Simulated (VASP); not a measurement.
# GW on C (Diamond), part 7 of 8

How does the gap of C (Diamond) change from the starting functional to GW? The cell has space group Fd-3m. The start is a cell from a database of measured crystal structures.

VASP 6.6.1, plane waves and PAW; the level of theory is named at each step.

So far, quasiparticle gap on the mesh (eV): step 3 (evGW0, evGW0 on PBE) 5.67; step 4 (evGW, evGW on PBE) 5.92; step 5 (QPGW0, QPGW0 on PBE) 5.73. Also gap on the k-mesh (eV): step 2 (empty bands, functional PBE) 4.15.

### Step 6. Orbitals for another starting point

This step: PBE; plane waves and PAW (C_GW) (VASP 6.6.1).

A hybrid converges faster from good orbitals, so a cheap PBE run writes WAVECAR first.

INCAR

```
SYSTEM = C
PREC = Accurate
ENCUT = 440
EDIFF = 1E-05
NELM = 100
ISMEAR = 0
SIGMA = 0.01
LREAL = .FALSE.
ALGO = Normal
GGA = PE
NBANDS = 10
LORBIT = 11
LWAVE = .TRUE.
LCHARG = .FALSE.
KPAR = 8
```

POSCAR

```
C
1.0
    0.0000000000      1.7833700000      1.7833700000
    1.7833700000      0.0000000000      1.7833700000
    1.7833700000      1.7833700000      0.0000000000
C
2
Direct
    0.7500000000      0.7500000000      0.7500000000
    0.5000000000      0.5000000000      0.5000000000
```

KPOINTS

```
Automatic mesh
0
Gamma
6 6 6
0 0 0
```

Potentials, in the order of the species: C_GW (PBE family, release 64).

Launch:

```bash
mpirun -np 8 vasp_std
```

The log of the run:

```text
[banner, memory and clock lines left out]
running    8 mpi-ranks, on    1 nodes
 distrk:  each k-point on    1 cores,    8 groups
 distr:  one band on    1 cores,    1 groups

 POSCAR found type information on POSCAR C
 POSCAR found :  1 types and       2 ions
 [... a notice as in an earlier step ...]

 LDA part: xc-table for (Slater+PW92), standard interpolation
 POSCAR, INCAR and KPOINTS ok, starting setup
 FFT: planning ... GRIDC
 FFT: planning ... GRID_SOFT
 FFT: planning ... GRID
 WAVECAR not read
 entering main loop
       N       E                     dE             d eps       ncg     rms          rms(c)
DAV:   1     0.127708266333E+02    0.12771E+02   -0.42612E+03   336   0.690E+02
DAV:   2    -0.182960902880E+02   -0.31067E+02   -0.28527E+02   436   0.188E+02
DAV:   3    -0.188104200880E+02   -0.51433E+00   -0.51320E+00   404   0.198E+01
DAV:   4    -0.188118164211E+02   -0.13963E-02   -0.13962E-02   360   0.115E+00
DAV:   5    -0.188118215566E+02   -0.51355E-05   -0.51354E-05   392   0.568E-02    0.479E+00
DAV:   6    -0.183223034316E+02    0.48952E+00   -0.26529E-01   426   0.503E+00    0.263E+00
DAV:   7    -0.181551261955E+02    0.16718E+00   -0.30827E-01   446   0.519E+00    0.360E-01
DAV:   8    -0.181566792322E+02   -0.15530E-02   -0.63313E-03   334   0.835E-01    0.496E-02
DAV:   9    -0.181567435174E+02   -0.64285E-04   -0.88724E-05   410   0.110E-01    0.175E-02
DAV:  10    -0.181567600537E+02   -0.16536E-04   -0.15561E-05   334   0.396E-02    0.150E-03
DAV:  11    -0.181567603026E+02   -0.24889E-06   -0.31748E-07   174   0.589E-03
   1 F= -.18156760E+02 E0= -.18156760E+02  d E =-.511454E-57
 writing wavefunctions
```

It took 1.2 s on 8 MPI ranks of AMD EPYC 7R43, shared host; peak memory 0.54 GiB.

OUTCAR, selected parts (step 6):

```text
   k-points           NKPTS =     16   k-points in BZ     NKDIM =     16   number of bands    NBANDS=     10

   NELECT =       8.0000    total number of electrons

 E-fermi :   9.8754

 k-point     1 :       0.0000    0.0000    0.0000
  band No.  band energies     occupation
      1     -11.7097      2.00000
      2       9.7648      2.00000
      3       9.7648      2.00000
      4       9.7648      2.00000
      5      15.3571      0.00000
      6      15.3571      0.00000
      7      15.3571      0.00000
      8      23.0835      0.00000
      9      29.0602      0.00000
    ...

  Total       -0.2728433     -0.2728433     -0.2728433     -0.0000000      0.0000000     -0.0000000
  in kB      -38.5362614    -38.5362614    -38.5362614     -0.0000000      0.0000000     -0.0000000
  external PRESSURE =     -38.5362614 kB  Pullay stress =       0.0000000 kB

 POSITION                                       TOTAL-FORCE (eV/Angst)
 -----------------------------------------------------------------------------------
      2.67505      2.67505      2.67505        -0.000000     -0.000000      0.000000
      1.78337      1.78337      1.78337         0.000000      0.000000     -0.000000
 -----------------------------------------------------------------------------------
    total drift:                                0.000000     -0.000000      0.000000

  FREE ENERGIE OF THE ION-ELECTRON SYSTEM (eV)
  ---------------------------------------------------
  free  energy   TOTEN  =       -18.1567603026 eV

  energy  without entropy=      -18.1567603026  energy(sigma->0) =      -18.15676030

[... 8 parts as in an earlier step ...]

[... 8 further parts left out ...]
```

Numbers from this step:

```yaml
free_energy_toten: -18.16 eV
fermi_energy: 9.875 eV
pressure: -3.854 GPa
```

The run ends at a pressure of -3.85 GPa.

### Step 7. Another starting point

This step: HSE06; plane waves and PAW (C_GW) (VASP 6.6.1).

To see how much the result owes to its start, the ground state is made again with HSE06. A small SIGMA keeps every occupation at zero or full.

INCAR

```
SYSTEM = C
PREC = Accurate
ENCUT = 440
EDIFF = 1E-08
NELM = 100
ISMEAR = 0
SIGMA = 0.01
LREAL = .FALSE.
ALGO = Normal
LHFCALC = .TRUE.
AEXX = 0.25
GGA = PE
HFSCREEN = 0.2
LASPH = .TRUE.
NBANDS = 10
PRECFOCK = Fast
LORBIT = 11
LWAVE = .TRUE.
LCHARG = .FALSE.
KPAR = 8
```

POSCAR is that of step 6.

KPOINTS is that of step 6.

The WAVECAR or CHGCAR of an earlier step is read.

Launch:

```bash
mpirun -np 8 vasp_std
```

The log of the run:

```text
[banner, memory and clock lines left out]
running    8 mpi-ranks, on    1 nodes
 distrk:  each k-point on    1 cores,    8 groups
 distr:  one band on    1 cores,    1 groups

 POSCAR found type information on POSCAR C
 POSCAR found :  1 types and       2 ions
 [... a notice as in an earlier step ...]

 LDA part: xc-table for (Slater+PW92), standard interpolation
 found WAVECAR, reading the header
 POSCAR, INCAR and KPOINTS ok, starting setup
 FFT: planning ... GRIDC
 FFT: planning ... GRID_SOFT
 FFT: planning ... GRID
 reading WAVECAR
 the WAVECAR file was read successfully
 initial charge from wavefunction
 entering main loop
       N       E                     dE             d eps       ncg     rms          rms(c)
DAV:   1    -0.210787628925E+02   -0.21079E+02   -0.30164E-01   428   0.645E+00    0.349E-01
DAV:   2    -0.210790173682E+02   -0.25448E-03   -0.13765E-03   350   0.290E-01    0.218E-01
DAV:   3    -0.210783997739E+02    0.61759E-03   -0.37538E-04   350   0.219E-01    0.122E-01
DAV:   4    -0.210782319614E+02    0.16781E-03   -0.12012E-04   434   0.131E-01    0.684E-02
DAV:   5    -0.210781866733E+02    0.45288E-04   -0.29276E-05   458   0.666E-02    0.388E-02
DAV:   6    -0.210781735440E+02    0.13129E-04   -0.70777E-06   450   0.342E-02    0.222E-02
DAV:   7    -0.210781697325E+02    0.38115E-05   -0.17187E-06   462   0.174E-02    0.128E-02
DAV:   8    -0.210781686151E+02    0.11174E-05   -0.44930E-07   446   0.915E-03    0.742E-03
DAV:   9    -0.210781682950E+02    0.32014E-06   -0.12229E-07   454   0.486E-03    0.432E-03
DAV:  10    -0.210781682012E+02    0.93713E-07   -0.35317E-08   360   0.263E-03    0.252E-03
DAV:  11    -0.210781681936E+02    0.76185E-08   -0.10042E-08   166   0.146E-03
   1 F= -.21078168E+02 E0= -.21078168E+02  d E =-.603024-121
 writing wavefunctions
```

Wall time 18 s (8 MPI ranks); peak memory 1.4 GiB.

From OUTCAR (step 7):

```text
   k-points           NKPTS =     16   k-points in BZ     NKDIM =    216   number of bands    NBANDS=     10

   NELECT =       8.0000    total number of electrons

  exchange ACFDT corr.  =         0.00000000  see jH, gK, PRB 81, 115126

 E-fermi :   9.2922

 k-point     1 :       0.0000    0.0000    0.0000
  band No.  band energies     occupation
      1     -14.4041      2.00000
      2       9.1280      2.00000
      3       9.1280      2.00000
      4       9.1280      2.00000
      5      16.1314      0.00000
      6      16.1314      0.00000
      7      16.1314      0.00000
      8      24.4067      0.00000
      9      30.0054      0.00000
    ...

 POSITION                                       TOTAL-FORCE (eV/Angst)
 -----------------------------------------------------------------------------------
      2.67505      2.67505      2.67505         0.000000      0.000000      0.000000
      1.78337      1.78337      1.78337        -0.000000     -0.000000     -0.000000
 -----------------------------------------------------------------------------------
    total drift:                               -0.000000     -0.000000     -0.000000

  FREE ENERGIE OF THE ION-ELECTRON SYSTEM (eV)
  ---------------------------------------------------
  free  energy   TOTEN  =       -21.0781681936 eV

  energy  without entropy=      -21.0781681936  energy(sigma->0) =      -21.07816819

[... 8 parts as in an earlier step ...]

[... 8 further parts left out ...]
```

The PAW data sets were made with PBE, which is usual practice but a small mismatch for other functionals.

Numbers from this step:

* free energy (TOTEN): -21.08 eV
* Fermi energy: 9.292 eV
* gap on the k-mesh: 5.346 eV
* least direct gap on the k-mesh: 7.003 eV

### Step 8. Empty bands, functional HSE06

The next step needs empty bands that the ground-state run didn't converge, so the Hamiltonian is diagonalised exactly for NBANDS bands, in a single step. LOPTICS writes the k-derivatives of the orbitals (WAVEDER), which give the long-wavelength limit of the screening.

INCAR

```
SYSTEM = C
PREC = Accurate
ENCUT = 440
ISMEAR = 0
SIGMA = 0.01
LREAL = .FALSE.
LHFCALC = .TRUE.
AEXX = 0.25
GGA = PE
HFSCREEN = 0.2
LASPH = .TRUE.
NBANDS = 80
PRECFOCK = Fast
ALGO = Exact
NELM = 1
LWAVE = .TRUE.
LCHARG = .FALSE.
LOPTICS = .TRUE.
NEDOS = 1000
CSHIFT = 0.1
```

POSCAR is that of step 7.

KPOINTS is that of step 7.

The WAVECAR or CHGCAR of an earlier step is read.

Launch:

```bash
mpirun -np 8 vasp_std
```

The log of the run:

```text
[banner, memory and clock lines left out]
running    8 mpi-ranks, on    1 nodes
[...]
[... a notice as in an earlier step ...]

 LDA part: xc-table for (Slater+PW92), standard interpolation
 found WAVECAR, reading the header
  number of bands has changed, file:    10 present:    80
  trying to continue reading WAVECAR, but it might fail
 POSCAR, INCAR and KPOINTS ok, starting setup
[...]
reading WAVECAR
 random initialization beyond band           10
 the WAVECAR file was read successfully
 initial charge from wavefunction
 entering main loop
       N       E                     dE             d eps       ncg     rms          rms(c)
DIA:   1    -0.210781682195E+02   -0.21078E+02    0.00000E+00     0   0.000E+00
   1 F= -.21078168E+02 E0= -.21078168E+02  d E =-.180178E-31
 writing wavefunctions
 optical routines
 imaginary and real dielectric function
 recalculating local potential from charge density
 direction            1
 direction            2
 direction            3
```

It took 74 s on 8 MPI ranks; peak memory 1.5 GiB; 9.7 min of CPU time.

OUTCAR, selected parts (step 8):

```text
 POSITION                                       TOTAL-FORCE (eV/Angst)
 -----------------------------------------------------------------------------------
      2.67505      2.67505      2.67505        -0.000000      0.000000      0.000000
      1.78337      1.78337      1.78337         0.000000     -0.000000      0.000000
 -----------------------------------------------------------------------------------
    total drift:                                0.000000     -0.000000     -0.000000

  FREE ENERGIE OF THE ION-ELECTRON SYSTEM (eV)
  ---------------------------------------------------
  free  energy   TOTEN  =       -21.0781682195 eV

  energy  without entropy=      -21.0781682195  energy(sigma->0) =      -21.07816822

[... 2 parts as in an earlier step ...]

[... 1 further part left out ...]
[key lines of the parts left out:]
E-fermi :   9.2078
```

(Part 7 of 8 ends here.)

[Lines on the potential files, build, host, timing and source positions are cut from VASP's logs without a mark.]

[Logs are printed without paths, hosts, clocks, repeated set-up lines and the standing remarks that a program may print on its own settings, such as how far it seeks lower states.]

[Hosts, paths, dates, database ids (printed as entryN), source tags and the programs' standing remarks are cut or masked in the printed files.]

[Pressures printed for these runs are not shown converged in the cutoff: they can be off by several GPa and have the wrong sign.]
